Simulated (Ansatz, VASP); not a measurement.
## One calculation of TaTe, two programs

```
CELL_PARAMETERS angstrom
3.42009 0.00000 0.00000
0.00000 3.42009 0.00000
0.00000 0.00000 3.42009
ATOMIC_POSITIONS crystal
Ta 0.50000 0.50000 0.50000
Te 0.00000 0.00000 0.00000
```

The cell was built by a generator and needn't be a form met in nature.

Alike in both runs: functional PBE; k mesh 8 × 8 × 8; occupations fermi-dirac, width 0.05 eV; non-collinear spin, spin-orbit coupling.

```csv
,VASP,Ansatz
version,VASP 6.6.1,Ansatz 0.2.0
potentials or method,"VASP PAW PBE potentials, release 64 (Ta_pv, Te)",Ansatz PAW
plane-wave cutoff (eV),520,420
valence electrons in the cell,17,29
task,single point,band structure
```

Ansatz gave:

```
gap on the k mesh at the Fermi level (eV) : none
pressure (GPa)                            : 0.2
net moment per atom (μB)                  : 0.00
```

Problem. Estimate VASP's values.

Solution. gap on the k mesh at the Fermi level (eV): none; pressure (GPa): 0.4; net moment per atom (μB): 0.00.

A gap of «none» marks a metal or a gap that the smearing closes. With one functional, cell and mesh, what is left measures potentials, basis and numerics. The two sets of potentials don't hold the same shells in valence.
